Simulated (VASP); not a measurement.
Level of theory: PBEsol GGA, VASP's PBE PAW potentials (set 64) (plane waves; VASP).

A VASP calculation is set up with these files.

**POSCAR**
```
CdZn3Se4
1
   -0.0077962231     5.7433671206     5.7570723279
    5.7433671206    -0.0077962231     5.7570723279
    2.8677854488     2.8677854488    -0.0000000000
Zn Se Cd
3 4 1
Direct
  0.0006722534   0.0006722534   0.9986554932
  0.0020037594   0.4981606899   0.9998355507
  0.4981606899   0.0020037594   0.9998355507
  0.1252008772   0.1252008772   0.2495982457
  0.1077593847   0.6307836292   0.2614569861
  0.6307836292   0.1077593847   0.2614569861
  0.6372109463   0.6372109463   0.2255781073
  0.4982084599   0.4982084599   0.0035830802
```

File KPOINTS:
```
k-points along high-symmetry lines
8
Line-mode
Reciprocal
  0.000000   0.000000   0.000000 ! GAMMA
 -0.500000  -0.500000   0.000000 ! Y

 -0.500000  -0.500000   0.000000 ! Y
 -0.625000  -0.375000   0.000000 ! C_0

 -0.375000   0.375000   0.000000 ! SIGMA_0
  0.000000   0.000000   0.000000 ! GAMMA

  0.000000   0.000000   0.000000 ! GAMMA
  0.500000   0.500000   0.500000 ! Z

  0.500000   0.500000   0.500000 ! Z
  0.125000   0.875000   0.500000 ! A_0

 -0.125000   0.125000   0.500000 ! E_0
  0.000000   0.000000   0.500000 ! T

  0.000000   0.000000   0.500000 ! T
 -0.500000  -0.500000   0.000000 ! Y

  0.000000   0.000000   0.000000 ! GAMMA
 -0.500000   0.000000   0.000000 ! S

 -0.500000   0.000000   0.000000 ! S
  0.000000   0.500000   0.500000 ! R

  0.000000   0.500000   0.500000 ! R
  0.500000   0.500000   0.500000 ! Z

  0.500000   0.500000   0.500000 ! Z
  0.000000   0.000000   0.500000 ! T
```

INCAR:
```
SYSTEM = CdZn3Se4
PREC = Accurate
ENCUT = 400
EDIFF = 1E-7
NELM = 100
ALGO = Normal
LREAL = .FALSE.
LASPH = .TRUE.
ISMEAR = 0
SIGMA = 0.05
GGA = PS
LMAXMIX = 4
LWAVE = .FALSE.
LCHARG = .FALSE.
LORBIT = 11
ICHARG = 11
```

POTCAR, in this order: Zn Se Cd (PBE.64 set). Program: vasp_std. Read from the step before: CHGCAR.

Output of the run:

OUTCAR:
```
 ion  position               nearest neighbor table
   1  0.001  0.001  0.999-   5 2.46   6 2.46   4 2.48   4 2.48
   2  0.002  0.498  1.000-   7 2.43   5 2.45   5 2.45   4 2.48
   3  0.498  0.002  1.000-   7 2.43   6 2.45   6 2.45   4 2.48
   4  0.125  0.125  0.250-   2 2.48   3 2.48   1 2.48   1 2.48
   5  0.108  0.631  0.261-   2 2.45   2 2.45   1 2.46   8 2.59
   6  0.631  0.108  0.261-   3 2.45   3 2.45   1 2.46   8 2.59
   7  0.637  0.637  0.226-   2 2.43   3 2.43   8 2.58   8 2.58
   8  0.498  0.498  0.004-   7 2.58   7 2.58   5 2.59   6 2.59
  LATTYP: Found a base centered orthorhombic cell.
 ALAT       =     8.1333732001
 B/A-ratio  =     1.4156665842
 C/A-ratio  =     0.4986444094
 Subroutine PRICEL returns:
 Original cell was already a primitive cell.
 Subroutine GETGRP returns: Found  4 space group operations
The static configuration has the point symmetry C_2v.
The dynamic configuration has the point symmetry C_2v.
 Subroutine INISYM returns: Found  4 space group operations
   k-points           NKPTS =     88   k-points in BZ     NKDIM =     88   number of bands    NBANDS=     43
   number of dos      NEDOS =    301   number of ions     NIONS =      8
   total plane-waves  NPLWV =  81648
   dimension x,y,z NGX =    54 NGY =   54 NGZ =   28
   dimension x,y,z NGXF=   108 NGYF=  108 NGZF=   56
   ions per type =               3   4   1
...
```

**OSZICAR**
```
       N       E                     dE             d eps       ncg     rms          rms(c)
DAV:   1     0.513855366662E+03    0.51386E+03   -0.29002E+04  7568   0.153E+03
DAV:   2     0.325675073891E+02   -0.48129E+03   -0.46927E+03  7774   0.381E+02
DAV:   3    -0.234466969064E+02   -0.56014E+02   -0.55025E+02  8528   0.130E+02
DAV:   4    -0.252793208742E+02   -0.18326E+01   -0.18255E+01  8615   0.222E+01
DAV:   5    -0.252982655010E+02   -0.18945E-01   -0.18931E-01  8634   0.211E+00
DAV:   6    -0.252985546307E+02   -0.28913E-03   -0.28907E-03  8704   0.235E-01
DAV:   7    -0.252985613119E+02   -0.66812E-05   -0.66807E-05  8707   0.301E-02
DAV:   8    -0.252985614770E+02   -0.16515E-06   -0.16514E-06  7285   0.429E-03
DAV:   9    -0.252985614836E+02   -0.65502E-08   -0.65093E-08  5966   0.914E-04
   1 F= -.25298561E+02 E0= -.25298561E+02  d E =-.327639E-15
```

**OUTCAR**
```
 val. band max:        1.4958927251   @ k =   0.0000   0.0000   0.0000

 cond. band min:       2.3648608304   @ k =   0.0000   0.0000   0.0000



 k-point     1 :       0.0000    0.0000    0.0000
  band No.  band energies     occupation
      1     -11.7774      2.00000
      2     -11.0892      2.00000
      3     -11.0331      2.00000
      4     -10.8176      2.00000
      5      -6.4282      2.00000
      6      -6.3239      2.00000
      7      -6.2725      2.00000
      8      -6.1915      2.00000
      9      -6.1476      2.00000
     10      -5.1385      2.00000
     11      -5.1254      2.00000
     12      -5.1200      2.00000
     13      -5.0418      2.00000
     14      -5.0162      2.00000
     15      -5.0071      2.00000
     16      -4.9542      2.00000
     17      -4.8179      2.00000
     18      -4.8086      2.00000
     19      -4.7904      2.00000
     20      -4.7899      2.00000
     21      -4.7571      2.00000
     22      -4.7273      2.00000
     23      -4.7228      2.00000
     24      -4.6575      2.00000
     25      -3.7831      2.00000
     26      -3.7264      2.00000
     27      -3.2044      2.00000
     28      -0.7703      2.00000
     29      -0.7577      2.00000
     30       0.4284      2.00000
     31       0.4933      2.00000
     32       0.5515      2.00000
     33       0.6586      2.00000
     34       1.4068      2.00000
     35       1.4164      2.00000
     36       1.4959      2.00000
     37       2.3649      0.00000
     38       3.8010      0.00000
     39       3.8508      0.00000
     40       4.3386      0.00000
     41       4.8513      0.00000
     42       7.1173      0.00000
     43       7.1324      0.00000

 k-point     2 :      -0.0714   -0.0714    0.0000
  band No.  band energies     occupation
      1     -11.7675      2.00000
      2     -11.0897      2.00000
      3     -11.0356      2.00000
      4     -10.8288      2.00000
      5      -6.4282      2.00000
      6      -6.3281      2.00000
...
```

The density is held fixed in this step, so its total energy and stress have no physical meaning.

The structure was generated: CdZn3Se4 was put into an ordered model structure (Amm2), which need not be its known phase. It was relaxed first.
